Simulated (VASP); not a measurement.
**Rb: relaxation of cell and atoms with PBE**

Rb:

```
Rb
1.0
    -2.83396    2.83396    2.83396
     2.83396   -2.83396    2.83396
     2.83396    2.83396   -2.83396
Rb
1
Direct
  0.00000 0.00000 0.00000
```

```json
{"Program": "VASP 6.6.1", "Task": "relaxation of cell and atoms", "Functional": "PBE", "Potentials or basis": "VASP PAW PBE potentials, release 64 (Rb_sv)", "Cutoff": "600 eV", "k mesh": "10 × 10 × 10", "Occupations": "methfessel-paxton, width 0.1 eV", "Spin": "no spin polarisation", "Further INCAR settings": "ALGO = Normal; EDIFF = 1e-07; IBRION = 2; EDIFFG = -0.005; NSW = 90; ISIF = 3"}
```

The pressure after relaxing is 0.0 GPa. The band gap on the k mesh is none (metal or under the smearing width).

Final structure:
```
Rb
1.0
    -2.83396    2.83396    2.83396
     2.83396   -2.83396    2.83396
     2.83396    2.83396   -2.83396
Rb
1
Direct
  0.00000 0.00000 0.00000
```

Levels at points of the mesh, in eV from the Fermi level:
```tsv
k point	band 2	band 3	band 4	band 5	band 6	band 7	band 8
(0.00, 0.00, 0.00)	-12.95	-12.95	-12.95	-1.98	3.67	3.67	3.67
(0.50, 0.00, 0.00)	-13.05	-12.98	-12.95	0.23	0.77	2.58	4.25
(0.50, 0.50, 0.50)	-13.02	-13.02	-13.02	1.25	1.25	3.24	3.24
```

Run time: 27 s on 1 thread of Intel(R) Xeon(R) Platinum 8488C (Sapphire Rapids) (shared host), peak memory 0.25 GiB.

Caveat: the relaxation stopped at its first step, so nothing moved.
